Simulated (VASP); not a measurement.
Energy against volume of PbS (rock salt). All values below come from AM05 GGA, VASP's PBE PAW potentials (set 64) (plane waves; VASP). Numerical set-up: 520 eV cut-off, 8×8×8 Γ-centred mesh, Gaussian smearing of 0.050 eV, potentials Pb_d S.

```
V (Å³/atom)  E (eV/atom)
-----------  -----------
25.145          -4.44818
25.923          -4.45320
26.700          -4.44988
27.478          -4.43946
```

### Question
Fit these four points and predict the energy of the run at 24.367 Å³/atom.

### Answer
A cubic in V^(−2/3), the third-order Birch-Murnaghan form, passes through the four points with V0 = 25.98 Å³/atom and B0 = 57 GPa, and gives -4.4333 eV/atom there. The run gave -4.4333 eV/atom, +0.0 meV/atom from the fit; all five points give B0 = 57 GPa.

The compound is PbS in the rock salt structure. It was relaxed first.
